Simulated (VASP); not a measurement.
WS2 (Tungstenite):

```
CELL_PARAMETERS angstrom
3.18000 0.00000 0.00000
-1.59000 2.75396 0.00000
0.00000 0.00000 12.50000
ATOMIC_POSITIONS crystal
W 0.33333 0.66667 0.25000
W 0.66667 0.33333 0.75000
S 0.33333 0.66667 0.62500
S 0.66667 0.33333 0.12500
S 0.33333 0.66667 0.87500
S 0.66667 0.33333 0.37500
```

| Item | Value |
| --- | --- |
| Program | VASP 6.6.1 |
| Task | relaxation of cell and atoms |
| Functional | PBE |
| Potentials or basis | VASP PAW PBE potentials, release 64 (W_sv, S) |
| Cutoff | 600 eV |
| k mesh | 12 × 12 × 3 |
| Occupations | gaussian, width 0.03 eV |
| Spin | no spin polarisation |

At the start: pressure 2.3 GPa; volume 18.24 Å³/atom.

Problem. How do energy, volume and symmetry change on relaxing?

Solution. Over 13 steps the energy falls by 12.7 meV/atom and the volume is 20.65 Å³/atom (+13.2 %); space group P6_3/mmc (No. 194, to 0.05 Å).

The path:
```
step  energy change (eV)  largest force (eV/Å)  pressure (GPa)  volume (Å³)
   1              0.0000                0.1311            2.28       109.47
   2              0.0319                0.7272           -4.02       113.63
   3             -0.0117                0.1739            0.00       110.87
   4             -0.0178                0.1672            0.03       111.29
   5             -0.0333                0.1432            0.14       112.55
   6             -0.0533                0.0862            0.50       115.05
   7             -0.0632                0.0831            1.73       119.98
   8             -0.0666                0.0384            1.34       120.60
   9             -0.0721                0.0915            0.23       122.49
  10             -0.0725                0.1296           -0.08       123.05
  11             -0.0737                0.1054           -0.07       123.22
  12             -0.0758                0.0322           -0.03       123.72
  13             -0.0760                0.0042           -0.01       123.91
```

Final structure:
```yaml
crystal:
  lattice:
    - [3.18860, 0.00000, 0.00000]
    - [-1.59430, 2.76141, 0.00000]
    - [0.00000, 0.00000, 14.07311]
  atoms:
    - { symbol: W, position: [0.33333, 0.66667, 0.25000] }
    - { symbol: W, position: [0.66667, 0.33333, 0.75000] }
    - { symbol: S, position: [0.33333, 0.66667, 0.63838] }
    - { symbol: S, position: [0.66667, 0.33333, 0.13838] }
    - { symbol: S, position: [0.33333, 0.66667, 0.86162] }
    - { symbol: S, position: [0.66667, 0.33333, 0.36162] }
```

Caveat: this functional lacks dispersion, which binds the layers, so the pressure and a relaxed spacing across them are unreliable; the volume moved by +13 % from the deposited cell, more than functionals usually miss.
